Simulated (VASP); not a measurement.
Energy against volume of CdF2 (fluorite). Level of theory: revTPSS meta-GGA, VASP's PBE PAW potentials (set 64) (plane waves; VASP). Run with 520 eV cut-off, 7×7×7 Γ-centred mesh, Gaussian smearing of 0.050 eV, potentials Cd F.

```
V (Å³/atom)  E (eV/atom)
-----------  -----------
12.867           0.82725
13.265           0.82017
13.663           0.82112
14.061           0.82877
```

Problem. Fit these four points and predict the energy of the run at 12.469 Å³/atom.

Solution. A cubic in V^(−2/3), the third-order Birch-Murnaghan form, passes through the four points with V0 = 13.41 Å³/atom and B0 = 102 GPa, and gives 0.8440 eV/atom there. The run gave 0.8443 eV/atom, +0.3 meV/atom from the fit; all five points give B0 = 102 GPa.

The compound is CdF2 in the fluorite structure. It was relaxed first.
